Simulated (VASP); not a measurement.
OSZICAR of a VASP run on KBr (rock salt):

OSZICAR:
```
       N       E                     dE             d eps       ncg     rms          rms(c)
DAV:   1     0.102182593003E+03    0.10218E+03   -0.69041E+03   696   0.115E+03
DAV:   2     0.122720519615E+01   -0.10096E+03   -0.93807E+02   808   0.268E+02
DAV:   3    -0.609063198473E+01   -0.73178E+01   -0.72743E+01   876   0.638E+01
DAV:   4    -0.640227335511E+01   -0.31164E+00   -0.31128E+00  1268   0.121E+01
DAV:   5    -0.640647815040E+01   -0.42048E-02   -0.42047E-02   892   0.100E+00    0.290E+00
DAV:   6    -0.622518717720E+01    0.18129E+00   -0.29588E-01   856   0.281E+00    0.210E+00
DAV:   7    -0.621235443694E+01    0.12833E-01   -0.13927E-01   872   0.218E+00    0.100E+00
DAV:   8    -0.622229418659E+01   -0.99397E-02   -0.16535E-02   932   0.107E+00    0.130E-01
DAV:   9    -0.622294509299E+01   -0.65091E-03   -0.79860E-04   912   0.194E-01    0.838E-02
DAV:  10    -0.622343168493E+01   -0.48659E-03   -0.56744E-04   800   0.172E-01    0.169E-02
DAV:  11    -0.622343648635E+01   -0.48014E-05   -0.20238E-05   980   0.290E-02    0.525E-03
DAV:  12    -0.622343919513E+01   -0.27088E-05   -0.35295E-06   844   0.160E-02    0.480E-03
DAV:  13    -0.622343945132E+01   -0.25619E-06   -0.53954E-07   920   0.421E-03    0.745E-04
DAV:  14    -0.622343953695E+01   -0.85632E-07   -0.15051E-07   804   0.299E-03
   1 F= -.66445137E+01 E0= -.66445137E+01  d E =0.000000E+00
```

Problem. Which electronic solver shows in the log?

Solution. It is blocked Davidson (ALGO = Normal, or the opening steps of other solvers). The INCAR had ALGO = Normal.

Problem. Can the final energy be trusted as converged?

Solution. The calculation finished and met its thresholds. It stopped with EDIFF = 1E-7, NELM = 100 (PBE GGA with D3 dispersion (zero damping), plane waves, VASP's PBE PAW potentials (set 64)).

The compound is KBr in the rock salt structure. It was relaxed first.
